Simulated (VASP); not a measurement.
Input:

```yaml
crystal:
  lattice:
    - [6.91238, -1.92385, -0.00041]
    - [6.91238, 1.92385, -0.00041]
    - [-0.74702, 0.00000, 6.28724]
  atoms:
    - { symbol: Si, position: [0.05553, 0.05553, 0.87393] }
    - { symbol: Si, position: [0.94447, 0.94447, 0.12607] }
    - { symbol: Si, position: [0.55902, 0.55902, 0.65348] }
    - { symbol: Si, position: [0.44098, 0.44098, 0.34652] }
    - { symbol: Si, position: [0.21279, 0.21279, 0.05715] }
    - { symbol: Si, position: [0.78721, 0.78721, 0.94285] }
    - { symbol: Si, position: [0.72717, 0.72717, 0.58562] }
    - { symbol: Si, position: [0.27283, 0.27283, 0.41438] }
```

Calculation: r2SCAN meta-GGA, VASP's PBE PAW potentials (set 64) (plane waves; VASP). Numerical set-up: 400 eV cut-off, 7×7×4 Γ-centred mesh, tetrahedra with Blöchl corrections, potentials Si.

**Question.** Give the energies of bands 7 to 20 at the high-symmetry points, in eV from the valence-band maximum.

**Answer.** 
```json
[
 {"band": "7", "Γ": "-5.49", "C": "-6.38", "Y2": "-5.11", "M2": "-4.87", "D": "-6.86", "A": "-4.50", "V2": "-6.55"},
 {"band": "8", "Γ": "-4.74", "C": "-6.34", "Y2": "-3.63", "M2": "-4.32", "D": "-6.47", "A": "-3.83", "V2": "-6.29"},
 {"band": "9", "Γ": "-3.60", "C": "-4.84", "Y2": "-3.29", "M2": "-3.74", "D": "-4.31", "A": "-3.15", "V2": "-4.57"},
 {"band": "10", "Γ": "-2.98", "C": "-4.22", "Y2": "-3.13", "M2": "-3.05", "D": "-3.85", "A": "-3.06", "V2": "-4.14"},
 {"band": "11", "Γ": "-2.41", "C": "-3.53", "Y2": "-2.90", "M2": "-2.69", "D": "-3.15", "A": "-2.57", "V2": "-3.88"},
 {"band": "12", "Γ": "-1.24", "C": "-3.28", "Y2": "-1.71", "M2": "-2.46", "D": "-2.80", "A": "-2.31", "V2": "-3.38"},
 {"band": "13", "Γ": "-0.95", "C": "-3.05", "Y2": "-1.53", "M2": "-2.19", "D": "-2.53", "A": "-1.53", "V2": "-3.08"},
 {"band": "14", "Γ": "-0.79", "C": "-2.78", "Y2": "-1.20", "M2": "-1.60", "D": "-2.26", "A": "-1.39", "V2": "-2.95"},
 {"band": "15", "Γ": "-0.40", "C": "-2.74", "Y2": "-0.85", "M2": "-1.24", "D": "-2.01", "A": "-1.13", "V2": "-2.32"},
 {"band": "16", "Γ": "0.00", "C": "-1.74", "Y2": "-0.44", "M2": "-0.85", "D": "-1.93", "A": "-1.00", "V2": "-2.02"},
 {"band": "17", "Γ": "0.72", "C": "1.24", "Y2": "0.56", "M2": "0.42", "D": "1.58", "A": "1.10", "V2": "1.01"},
 {"band": "18", "Γ": "1.74", "C": "1.42", "Y2": "1.41", "M2": "1.50", "D": "1.68", "A": "1.51", "V2": "1.75"},
 {"band": "19", "Γ": "1.86", "C": "1.76", "Y2": "2.41", "M2": "1.59", "D": "1.87", "A": "2.02", "V2": "2.06"},
 {"band": "20", "Γ": "2.26", "C": "2.38", "Y2": "2.59", "M2": "2.52", "D": "1.95", "A": "2.79", "V2": "2.83"}
]
```

The gap is indirect, 0.42 eV, from the valence maximum at Γ to the conduction minimum at M2.

The structure comes from a computed database's Si entry (C2/m); how it stands against other phases isn't given here. It was relaxed first.
